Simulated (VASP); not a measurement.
Input:

```
CELL_PARAMETERS angstrom
      0.00000     3.54953     3.54953
      3.54953     0.00000     3.54953
      3.54953     3.54953     0.00000
ATOMIC_POSITIONS crystal
  K  0.00000 0.00000 0.00000
  I  0.50000 0.50000 0.50000
```

Method: vdW-DF2, VASP's PBE PAW potentials (set 64) (plane waves; VASP). Numerical set-up: 520 eV cut-off, 7×7×7 Γ-centred mesh, Gaussian smearing of 0.050 eV, potentials K_sv I.

Unless said otherwise, spin-orbit coupling is left out, though it shifts the bands of the heavy elements here.

Question: Estimate the energy per atom (σ→0), band gap (on the k-mesh) with the smallest direct gap where there is one.

Answer: 
```
Quantity                                     Result
-----------------------------------  --------------
band gap (on the k-mesh)                    3.64 eV
smallest direct gap (on the k-mesh)         3.64 eV
energy per atom (σ→0)                -0.890 eV/atom
```

The compound is KI in the rock salt structure. This cell is one point of a volume scan, at 0.97 of the reference volume.
